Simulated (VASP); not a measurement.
A cell of CuAu (L1_0) near equilibrium:

```
AuCu
1.0
    2.82628     0.00000     0.00000
    0.00000     2.82628     0.00000
    0.00000     0.00000     3.55229
Cu Au
1 1
Direct
  0.00000   0.00000   0.00000
  0.50000   0.50000   0.50000
```

Computed with PBEsol GGA, VASP's PBE PAW potentials (set 64) (plane waves; VASP).

```
run               ΔE (meV/atom)   σxx   σyy    σzz  largest shear component, with its sign (GPa)  largest force (eV/Å)
----------------  -------------  ----  ----  -----  --------------------------------------------  --------------------
as it is                    0.0  0.38  0.38  -0.05                                          0.00                 0.000
after one change            4.6  0.62  0.62   0.11                                          0.00                 0.372
```
Stress is in GPa, positive when the cell is compressed.

### Question
What was changed between the two runs?
A. biaxial strain of +0.5 % in the yz plane
B. atom 1 (Cu) moved by 0.050 Å along z
C. isotropic strain of -2.0 %
D. isotropic strain of +1.5 %

### Answer
B, atom 1 (Cu) moved by 0.050 Å along z

The compound is CuAu in the L1_0 structure.
